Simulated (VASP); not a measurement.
Given:

```
CELL_PARAMETERS angstrom
      0.00000     3.05773     3.05773
      3.05773     0.00000     3.05773
      3.05773     3.05773     0.00000
ATOMIC_POSITIONS crystal
  Ga 0.00000 0.00000 0.00000
  Sb 0.25000 0.25000 0.25000
```

Level of theory: LDA (Ceperley-Alder, Perdew-Zunger), VASP's LDA PAW potentials (set 64) (plane waves; VASP). Numerical set-up: 520 eV cut-off, 8×8×8 Γ-centred mesh, Gaussian smearing of 0.050 eV, potentials Ga_d Sb.

Problem. Give the stress tensor in GPa (positive for a compressed cell).

Solution. 
```
-1.50   0.00   0.00
 0.00  -1.50   0.00
 0.00   0.00  -1.50
```
The pressure is its mean diagonal, -1.50 GPa.

The compound is GaSb in the zinc blende structure. This cell is one point of a volume scan, at 1.03 of the reference volume.
